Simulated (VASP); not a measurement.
Level of theory: optB86b-vdW, VASP's PBE PAW potentials (set 64) (plane waves; VASP).

A VASP calculation is set up with these files.

File POSCAR:
```
WS2
3.1681170
  0.4999999392  -0.8660252915   0.0000000000
  0.4999999392   0.8660252915   0.0000000000
  0.0000000000   0.0000000000   3.9169986316
W S
2 4
direct
  0.3333330000   0.6666670000   0.2500000000
  0.6666670000   0.3333330000   0.7500000000
  0.3333330000   0.6666670000   0.8771995023
  0.6666670000   0.3333330000   0.3771995023
  0.6666670000   0.3333330000   0.1228004977
  0.3333330000   0.6666670000   0.6228004977
```

INCAR:
```
LMAXMIX = 6   ! l cut-off of mixed one-centre charges
ALGO = Normal
LUSE_VDW = .TRUE.
PREC = Accurate
ISIF = 2
LCHARG = .TRUE.
LORBIT = 11   ! lm-projected
LEFG = .TRUE.
NEDOS = 601
LASPH = .TRUE.
LWAVE = .FALSE.
PARAM2 = 1.0
SYSTEM = WS2
PARAM1 = 0.1234
ENCUT = 520   ! plane-wave cut-off (eV)
NELM = 100   ! most electronic steps
EDIFF = 1E-7   ! SCF stop (eV)
LREAL = .FALSE.   ! projection in real space or not
AGGAC = 0.0
GGA = MK
ISMEAR = -5
```

File KPOINTS:
```
kpoints
0
G
 9 9 2
```

POTCAR, in this order: W_sv S (PBE.64 set). Program: vasp_std.

The resulting files:

### OUTCAR
```
 ion  position               nearest neighbor table
   1  0.333  0.667  0.250-   4 2.42   5 2.42   4 2.42   5 2.42   4 2.42   5 2.42
   2  0.667  0.333  0.750-   3 2.42   6 2.42   3 2.42   6 2.42   3 2.42   6 2.42
   3  0.333  0.667  0.877-   2 2.42   2 2.42   2 2.42
   4  0.667  0.333  0.377-   1 2.42   1 2.42   1 2.42
   5  0.667  0.333  0.123-   1 2.42   1 2.42   1 2.42
   6  0.333  0.667  0.623-   2 2.42   2 2.42   2 2.42
  LATTYP: Found a hexagonal cell.
 ALAT       =     3.1681165956
 C/A-ratio  =     3.9169991316
 Subroutine PRICEL returns:
 Original cell was already a primitive cell.
 Subroutine GETGRP returns: Found 24 space group operations
The static configuration has the point symmetry D_3d.
 The point group associated with its full space group is D_6h.
The dynamic configuration has the point symmetry D_3d.
 Subroutine INISYM returns: Found 24 space group operations
 Subroutine IBZKPT returns following result:
 Found     24 irreducible k-points:

 Following reciprocal coordinates:
            Coordinates               Weight
  0.000000  0.000000  0.000000      1.000000
  0.111111  0.000000  0.000000      6.000000
  0.222222  0.000000  0.000000      6.000000
  0.333333  0.000000  0.000000      6.000000
  0.444444  0.000000  0.000000      6.000000
  0.111111  0.111111  0.000000      6.000000
  0.222222  0.111111  0.000000     12.000000
  0.333333  0.111111  0.000000     12.000000
  0.444444  0.111111  0.000000      6.000000
  0.222222  0.222222  0.000000      6.000000
  0.333333  0.222222  0.000000     12.000000
  0.333333  0.333333  0.000000      2.000000
  0.000000  0.000000  0.500000      1.000000
  0.111111  0.000000  0.500000      6.000000
  0.222222  0.000000  0.500000      6.000000
  0.333333  0.000000  0.500000      6.000000
  0.444444  0.000000  0.500000      6.000000
  0.111111  0.111111  0.500000      6.000000
  0.222222  0.111111  0.500000     12.000000
  0.333333  0.111111  0.500000     12.000000
  0.444444  0.111111  0.500000      6.000000
  0.222222  0.222222  0.500000      6.000000
  0.333333  0.222222  0.500000     12.000000
  0.333333  0.333333  0.500000      2.000000
   k-points           NKPTS =     24   k-points in BZ     NKDIM =     24   number of bands    NBANDS=     31
   number of dos      NEDOS =    601   number of ions     NIONS =      6
   total plane-waves  NPLWV =  55296
   dimension x,y,z NGX =    24 NGY =   24 NGZ =   96
   dimension x,y,z NGXF=    48 NGYF=   48 NGZF=  192
   ions per type =               2   4
   PREC   = accura    normal or accurate (medium, high low for compatibility)
   ISTART =      0    job   : 0-new  1-cont  2-samecut
   ICHARG =      2    charge: 1-file 2-atom 10-const
   ISPIN  =      1    spin polarized calculation?
   LNONCOLLINEAR =      F non collinear calculations
   LSORBIT =      F    spin-orbit coupling
   INIWAV =      1    electr: 0-lowe 1-rand  2-diag
   ENCUT  =  520.0 eV  38.22 Ry    6.18 a.u.   5.89  5.89 23.07*2*pi/ulx,y,z
   NELM   =    100;   NELMIN=  2; NELMDL= -5     # of ELM steps
   EDIFF  = 0.1E-06   stopping-criterion for ELM
   LREAL  =      F    real-space projection
   NLSPLINE    = F    spline interpolate recip. space projectors
   LMAXMIX     =    6 max onsite mixed and CHGCAR
   VOSKOWN=      0    Vosko Wilk Nusair interpolation
   EDIFFG = 0.1E-05   stopping-criterion for IOM
   NSW    =      0    number of steps for IOM
   NBLOCK =      1;   KBLOCK =      1    inner block; outer block
   IBRION =     -1    ionic relax: 0-MD 1-quasi-New 2-CG
   NFREE  =      0    steps in history (QN), initial steepest desc. (CG)
   ISIF   =      2    stress and relaxation
   ISYM   =      2    0-nonsym 1-usesym 2-fastsym
   TEIN   =    0.0    initial temperature
   TEBEG  =    0.0;   TEEND  =   0.0 temperature during run
...
```

File OSZICAR:
```
       N       E                     dE             d eps       ncg     rms          rms(c)
DAV:   1     0.535990741377E+03    0.53599E+03   -0.29009E+04  1648   0.168E+03
DAV:   2    -0.144480910792E+01   -0.53744E+03   -0.52592E+03  1749   0.451E+02
DAV:   3    -0.377140955022E+02   -0.36269E+02   -0.36009E+02  1881   0.103E+02
DAV:   4    -0.386680105799E+02   -0.95392E+00   -0.94992E+00  1818   0.173E+01
DAV:   5    -0.386952600320E+02   -0.27249E-01   -0.27237E-01  1869   0.294E+00    0.372E+01
DAV:   6    -0.363953619784E+02    0.22999E+01   -0.14610E+01  1720   0.217E+01    0.167E+01
DAV:   7    -0.361730554946E+02    0.22231E+00   -0.41153E+00  1759   0.947E+00    0.655E+00
DAV:   8    -0.360398288013E+02    0.13323E+00   -0.65668E-01  1968   0.477E+00    0.203E+00
DAV:   9    -0.360423539592E+02   -0.25252E-02   -0.58090E-02  2004   0.128E+00    0.105E+00
DAV:  10    -0.360403113983E+02    0.20426E-02   -0.31120E-02  1834   0.109E+00    0.356E-01
DAV:  11    -0.360399194017E+02    0.39200E-03   -0.44903E-03  1831   0.410E-01    0.139E-01
DAV:  12    -0.360399162257E+02    0.31759E-05   -0.18029E-04  1872   0.764E-02    0.784E-02
DAV:  13    -0.360399124169E+02    0.38089E-05   -0.76084E-05  1969   0.509E-02    0.305E-02
DAV:  14    -0.360399133788E+02   -0.96191E-06   -0.11386E-05  2225   0.169E-02    0.187E-02
DAV:  15    -0.360399125966E+02    0.78221E-06   -0.30938E-06  1901   0.107E-02    0.751E-03
DAV:  16    -0.360399126760E+02   -0.79417E-07   -0.38935E-07  1642   0.311E-03
   1 F= -.36039913E+02 E0= -.36039913E+02  d E =0.000000E+00
```

**OUTCAR**
```
------------------------ aborting loop because EDIFF is reached ----------------------------------------
  FORCE on cell =-STRESS in cart. coord.  units (eV):
  Direction    XX          YY          ZZ          XY          YZ          ZX
  --------------------------------------------------------------------------------------
  Total        0.0748154      0.0748154      0.0345987      0.0000000     -0.0000000      0.0000000
  in kB        1.1112563      1.1112562      0.5139052      0.0000000     -0.0000000      0.0000000
  external PRESSURE =       0.9121392 kB  Pullay stress =       0.0000000 kB
  volume of cell :      107.87
      direct lattice vectors                 reciprocal lattice vectors
     1.584058307 -2.743669448  0.000000000     0.315644947 -0.182237696  0.000000000
     1.584058307  2.743669448  0.000000000     0.315644947  0.182237696  0.000000000
     0.000000000  0.000000000 12.409509954     0.000000000  0.000000000  0.080583359
 POSITION                                       TOTAL-FORCE (eV/Angst)
 -----------------------------------------------------------------------------------
      1.58406      0.91456      3.10238         0.000000     -0.000000      0.000000
      1.58406     -0.91456      9.30713         0.000000      0.000000      0.000000
      1.58406      0.91456     10.88562         0.000000      0.000000     -0.007241
      1.58406     -0.91456      4.68086        -0.000000     -0.000000     -0.007241
      1.58406     -0.91456      1.52389         0.000000     -0.000000      0.007241
      1.58406      0.91456      7.72865        -0.000000      0.000000      0.007241
 -----------------------------------------------------------------------------------
    total drift:                                0.000000      0.001156     -0.000033
  FREE ENERGIE OF THE ION-ELECTRON SYSTEM (eV)
  ---------------------------------------------------
  free  energy   TOTEN  =       -36.0399126760 eV

  energy  without entropy=      -36.0399126760  energy(sigma->0) =      -36.03991268

 total charge

# of ion       s       p       d       tot
------------------------------------------
    1        2.320   6.323   3.385  12.028
    2        2.320   6.323   3.385  12.028
    3        1.361   2.359   0.000   3.720
    4        1.361   2.359   0.000   3.720
    5        1.361   2.359   0.000   3.720
    6        1.361   2.359   0.000   3.720
--------------------------------------------------
tot         10.087  22.081   6.769  38.937

 Electric field gradients after diagonalization (V/A^2)
 (convention: |V_zz| > |V_xx| > |V_yy|)
----------------------------------------------------------------------
 ion       V_xx      V_yy      V_zz     asymmetry (V_yy - V_xx)/ V_zz
----------------------------------------------------------------------
   1      77.030    77.030  -154.060       0.000
   2      77.030    77.030  -154.060       0.000
   3      21.269    21.268   -42.537       0.000
   4      21.269    21.268   -42.537       0.000
   5      21.269    21.268   -42.537       0.000
   6      21.269    21.268   -42.537       0.000
```
(Selected blocks of OUTCAR.)

The compound is WS2 in the 2H layered structure. It was relaxed first.
